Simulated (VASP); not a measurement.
Input of a VASP 6.6.1 run:

The input INCAR:

```
PREC = Accurate
ENCUT = 600
EDIFF = 1E-7
ISMEAR = 0
SIGMA = 0.03
LREAL = False
LASPH = True
NELM = 80
ALGO = Normal
ISIF = 3
LWAVE = False
LCHARG = False
METAGGA = R2SCAN
LMIXTAU = True
IBRION = 2
NSW = 90
EDIFFG = -0.005
KPAR = 2
```

File KPOINTS:

```
regular mesh
0
Gamma
  6 6 4
```

File POSCAR:

```
BaMgSbF                                 
1.0
    4.6158295078      0.0000000000     -0.0000000000
    0.0000000000      4.6158295078      0.0000000000
    0.0000000000      0.0000000000      9.8854461239
  Ba              Sb              Mg              F             
     2     2     2     2
Direct
     0.5000000000000000    0.0000000000000000    0.1400483500354848
     0.0000000000000000    0.5000000000000000    0.8599516499645152
     0.5000000000000000    0.0000000000000000    0.6742694116518827
     1.0000000000000000    0.5000000000000000    0.3257305883481173
     0.5000000000000000    0.5000000000000000    0.5000000000000000
     0.0000000000000000    0.0000000000000000    0.5000000000000000
     0.5000000000000000    0.5000000000000000    0.0000000000000000
     0.0000000000000000    0.0000000000000000    0.0000000000000000
```

Potentials or basis: VASP PAW PBE potentials, release 64 (Ba_sv, Sb, Mg, F).

The run is started by

```console
$ cat potpaw_PBE.64/Ba_sv/POTCAR potpaw_PBE.64/Sb/POTCAR potpaw_PBE.64/Mg/POTCAR potpaw_PBE.64/F/POTCAR > POTCAR
$ mpirun -np 2 vasp_std > vasp.out
```

Q: Estimate the relaxed cell.

A: a = 4.614 Å, b = 4.614 Å, c = 9.885 Å, α = 90.00°, β = 90.00°, γ = 90.00°.

Q: Predict the relaxed volume.

A: 26.31 Å³/atom.

Final structure:
```cif
data_structure
_symmetry_space_group_name_H-M 'P 1'
_symmetry_Int_Tables_number 1
_cell_length_a 4.6142
_cell_length_b 4.6142
_cell_length_c 9.8850
_cell_angle_alpha 90.000
_cell_angle_beta 90.000
_cell_angle_gamma 90.000
_cell_volume 210.46
loop_
_atom_site_label
_atom_site_type_symbol
_atom_site_fract_x
_atom_site_fract_y
_atom_site_fract_z
_atom_site_occupancy
Ba1 Ba 0.50000 0.00000 0.14004 1
Ba2 Ba 0.00000 0.50000 0.85996 1
Sb1 Sb 0.50000 0.00000 0.67426 1
Sb2 Sb 0.00000 0.50000 0.32574 1
Mg1 Mg 0.50000 0.50000 0.50000 1
Mg2 Mg 0.00000 0.00000 0.50000 1
F1 F 0.50000 0.50000 0.00000 1
F2 F 0.00000 0.00000 0.00000 1
```

Caveat: the PAW data sets were made with another functional, which shifts forces and pressure a little.
